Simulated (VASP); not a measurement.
Consider the following.

```
SnTe
1.0
    0.00000     3.14609     3.14609
    3.14609     0.00000     3.14609
    3.14609     3.14609     0.00000
Sn Te
1 1
Direct
  0.00000   0.00000   0.00000
  0.50000   0.50000   0.50000
```

The numbers are results of optB86b-vdW, VASP's PBE PAW potentials (set 64) (plane waves; VASP), not measurements. Run with 520 eV cut-off, 7×7×7 Γ-centred mesh, Gaussian smearing of 0.050 eV, potentials Sn_d Te.

Task: What does the run give for the energy per atom (σ→0), pressure?

Result: 
```
Quantity                       Result
---------------------  --------------
energy per atom (σ→0)  -1.313 eV/atom
pressure                     1.41 GPa
```

Only differences to runs with the same potentials and settings are physical.

The compound is SnTe in the rock salt structure, which distorts at low temperature. This cell is one point of a volume scan, at 0.97 of the reference volume.
